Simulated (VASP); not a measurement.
Data:

```yaml
crystal:
  lattice:
    - [4.50686, 0.00000, 0.00000]
    - [0.00000, 4.50686, 0.00000]
    - [0.00000, 0.00000, 3.17713]
  atoms:
    - { symbol: Ir, position: [0.00000, 0.00000, 0.00000] }
    - { symbol: Ir, position: [0.50000, 0.50000, 0.50000] }
    - { symbol: O, position: [0.30857, 0.30857, 0.00000] }
    - { symbol: O, position: [0.80857, 0.19143, 0.50000] }
    - { symbol: O, position: [0.19143, 0.80857, 0.50000] }
    - { symbol: O, position: [0.69143, 0.69143, 0.00000] }
```

The numbers are results of PBE GGA, VASP's PBE PAW potentials (set 64) (plane waves; VASP), not measurements. Settings: 620 eV cut-off, 7×7×10 Γ-centred mesh, first-order Methfessel-Paxton smearing of 0.10 eV, potentials Ir O.

Unless said otherwise, spin-orbit coupling is left out, though it shifts the bands of the heavy elements here.

What does the run give for the energy per atom (σ→0), pressure, band gap (on the k-mesh) with the smallest direct gap where there is one?

| Quantity | Result |
|---|---|
| band gap (on the k-mesh) | none (metal, semimetal or under 0.01 eV) |
| energy per atom (σ→0) | -7.043 eV/atom |
| pressure | 4.90 GPa |

The absolute energy has meaning only against runs of the same code, potentials and settings.

The compound is IrO2 in the rutile structure. It was relaxed first under an external pressure of 5 GPa.
